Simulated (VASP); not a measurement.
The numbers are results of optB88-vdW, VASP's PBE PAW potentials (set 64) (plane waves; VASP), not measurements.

VASP input:

KPOINTS:
```
Automatic mesh
0
G
 7 7 7
0 0 0
```

INCAR:
```
NELM=100   # most electronic steps
LREAL=F   # projection in real space or not
SIGMA=0.05   # width (eV)
SYSTEM=NaI
ISIF=3   # ions, shape and volume
LWAVE=F
GGA=BO
IBRION=2   # conjugate gradients
EDIFF=1E-6   # SCF stop (eV)
ENCUT=520   # plane-wave cut-off (eV)
ALGO=Normal   # blocked Davidson
PARAM1=0.1833333333
LASPH=T   # aspherical one-centre terms
LUSE_VDW=T
LMAXMIX=4
AGGAC=0.0
PREC=Accurate
NSW=60   # most ionic steps
LCHARG=F
PARAM2=0.22
ISMEAR=0
EDIFFG=-0.01
```

POSCAR:
```
NaI
1
    0.0000000000     3.2350000000     3.2350000000
    3.2350000000     0.0000000000     3.2350000000
    3.2350000000     3.2350000000     0.0000000000
Na I
1 1
Direct
  0.0000000000   0.0000000000   0.0000000000
  0.5000000000   0.5000000000   0.5000000000
```

POTCAR, in this order: Na_pv I (PBE.64 set). Program: vasp_std.

The resulting files:

### OSZICAR
```
       N       E                     dE             d eps       ncg     rms          rms(c)
DAV:   1     0.848317884717E+02    0.84832E+02   -0.67303E+03   440   0.112E+03
DAV:   2     0.544414356952E+01   -0.79388E+02   -0.75940E+02   470   0.239E+02
DAV:   3    -0.127572681796E+01   -0.67199E+01   -0.66827E+01   539   0.713E+01
DAV:   4    -0.146419071895E+01   -0.18846E+00   -0.18837E+00   510   0.126E+01
DAV:   5    -0.146911919423E+01   -0.49285E-02   -0.49284E-02   536   0.204E+00    0.139E+00
DAV:   6    -0.139646991102E+01    0.72649E-01   -0.11094E-01   494   0.194E+00    0.888E-01
DAV:   7    -0.138749746847E+01    0.89724E-02   -0.77357E-02   506   0.163E+00    0.537E-01
DAV:   8    -0.138976834127E+01   -0.22709E-02   -0.49002E-03   455   0.765E-01    0.148E-01
DAV:   9    -0.138971665219E+01    0.51689E-04   -0.15360E-04   506   0.134E-01    0.437E-02
DAV:  10    -0.138972579873E+01   -0.91465E-05   -0.41148E-05   500   0.674E-02    0.104E-02
DAV:  11    -0.138972549707E+01    0.30167E-06   -0.54154E-06   476   0.223E-02
   1 F= -.13897255E+01 E0= -.13897255E+01  d E =-.138973E+01
       N       E                     dE             d eps       ncg     rms          rms(c)
DAV:   1    -0.139510745702E+01   -0.53817E-02   -0.10687E-01   500   0.487E+00    0.410E-01
DAV:   2    -0.139144977916E+01    0.36577E-02   -0.48585E-03   494   0.866E-01    0.196E-01
DAV:   3    -0.139045990035E+01    0.98988E-03   -0.25757E-03   494   0.545E-01    0.847E-02
DAV:   4    -0.139044488515E+01    0.15015E-04   -0.37360E-05   499   0.668E-02    0.818E-02
DAV:   5    -0.139041036112E+01    0.34524E-04   -0.63327E-06   460   0.313E-02    0.134E-02
DAV:   6    -0.139040495459E+01    0.54065E-05   -0.79797E-06   503   0.357E-02    0.241E-02
DAV:   7    -0.139040641352E+01   -0.14589E-05   -0.37888E-07   241   0.747E-03    0.179E-02
DAV:   8    -0.139040664830E+01   -0.23478E-06   -0.82330E-08   238   0.286E-03
   2 F= -.13904066E+01 E0= -.13904066E+01  d E =-.681151E-03
       N       E                     dE             d eps       ncg     rms          rms(c)
DAV:   1    -0.139244636108E+01   -0.20399E-02   -0.42043E-02   497   0.307E+00    0.256E-01
DAV:   2    -0.139101392296E+01    0.14324E-02   -0.19018E-03   491   0.544E-01    0.123E-01
DAV:   3    -0.139062242809E+01    0.39149E-03   -0.10108E-03   497   0.342E-01    0.533E-02
DAV:   4    -0.139061667088E+01    0.57572E-05   -0.14640E-05   493   0.418E-02    0.516E-02
DAV:   5    -0.139060234076E+01    0.14330E-04   -0.24316E-06   455   0.193E-02    0.874E-03
DAV:   6    -0.139060011540E+01    0.22254E-05   -0.33481E-06   446   0.232E-02    0.158E-02
DAV:   7    -0.139060112398E+01   -0.10086E-05   -0.15834E-07   235   0.475E-03    0.119E-02
DAV:   8    -0.139060128700E+01   -0.16303E-06   -0.36465E-08   238   0.190E-03
   3 F= -.13906013E+01 E0= -.13906013E+01  d E =-.875790E-03
```

File OUTCAR:
```
------------------------ aborting loop because EDIFF is reached ----------------------------------------
  FORCE on cell =-STRESS in cart. coord.  units (eV):
  Direction    XX          YY          ZZ          XY          YZ          ZX
  --------------------------------------------------------------------------------------
  Total       -0.0199720     -0.0199720     -0.0199720      0.0000000      0.0000000     -0.0000000
  in kB       -0.4787000     -0.4787000     -0.4787000      0.0000000      0.0000000     -0.0000000
  external PRESSURE =      -0.4787000 kB  Pullay stress =       0.0000000 kB
  volume of cell :       66.84
      direct lattice vectors                 reciprocal lattice vectors
     0.000000000  3.221162607  3.221162607    -0.155223458  0.155223458  0.155223458
     3.221162607  0.000000000  3.221162607     0.155223458 -0.155223458  0.155223458
     3.221162607  3.221162607  0.000000000     0.155223458  0.155223458 -0.155223458
  FREE ENERGIE OF THE ION-ELECTRON SYSTEM (eV)
  ---------------------------------------------------
  free  energy   TOTEN  =        -1.3906012870 eV

  energy  without entropy=       -1.3906012870  energy(sigma->0) =       -1.39060129

 reached required accuracy - stopping structural energy minimisation
```
(Selected blocks of OUTCAR.)

File CONTCAR:
```
NaI
   1.00000000000000
     0.0000000000000000    3.2211626071069670    3.2211626071069670
     3.2211626071069670    0.0000000000000000    3.2211626071069670
     3.2211626071069670    3.2211626071069670    0.0000000000000000
  Na              I
     1     1
Direct
     0.0000000000000000    0.0000000000000000    0.0000000000000000
     0.5000000000000000    0.5000000000000000    0.5000000000000000
```

**OUTCAR**
```
 val. band max:        0.7789978149   @ k =   0.0000   0.0000   0.0000

 cond. band min:       4.4604601504   @ k =   0.0000   0.0000   0.0000


 Fermi energy:         1.0162642641

 k-point     1 :       0.0000    0.0000    0.0000
  band No.  band energies     occupation
      1     -21.8990      2.00000
      2     -21.8989      2.00000
      3     -21.8989      2.00000
      4     -10.3106      2.00000
      5       0.7790      2.00000
      6       0.7790      2.00000
      7       0.7790      2.00000
      8       4.4605      0.00000
      9       8.7070      0.00000
     10       8.7070      0.00000
     11       8.7070      0.00000

 k-point     2 :       0.1429    0.0000    0.0000
  band No.  band energies     occupation
      1     -21.9000      2.00000
      2     -21.8990      2.00000
      3     -21.8990      2.00000
      4     -10.2535      2.00000
      5       0.1917      2.00000
      6       0.7201      2.00000
      7       0.7201      2.00000
      8       5.1123      0.00000
      9       8.3071      0.00000
     10       8.8865      0.00000
     11       8.8865      0.00000

 k-point     3 :       0.2857    0.0000    0.0000
  band No.  band energies     occupation
      1     -21.9023      2.00000
      2     -21.8992      2.00000
      3     -21.8991      2.00000
      4     -10.1189      2.00000
      5      -0.7619      2.00000
      6       0.5952      2.00000
      7       0.5952      2.00000
      8       5.8530      0.00000
      9       8.5226      0.00000
     10       8.6400      0.00000
     11       8.6400      0.00000

 k-point     4 :       0.4286    0.0000    0.0000
  band No.  band energies     occupation
      1     -21.9041      2.00000
      2     -21.8993      2.00000
      3     -21.8993      2.00000
      4     -10.0040      2.00000
      5      -1.3667      2.00000
      6       0.5016      2.00000
      7       0.5016      2.00000
      8       5.9067      0.00000
      9       8.2844      0.00000
...
```

Unless said otherwise, spin-orbit coupling is left out, though it shifts the bands of the heavy elements here.

The compound is NaI in the rock salt structure. This run relaxes it. Symmetry was kept, so distortions that lower it aren't found.
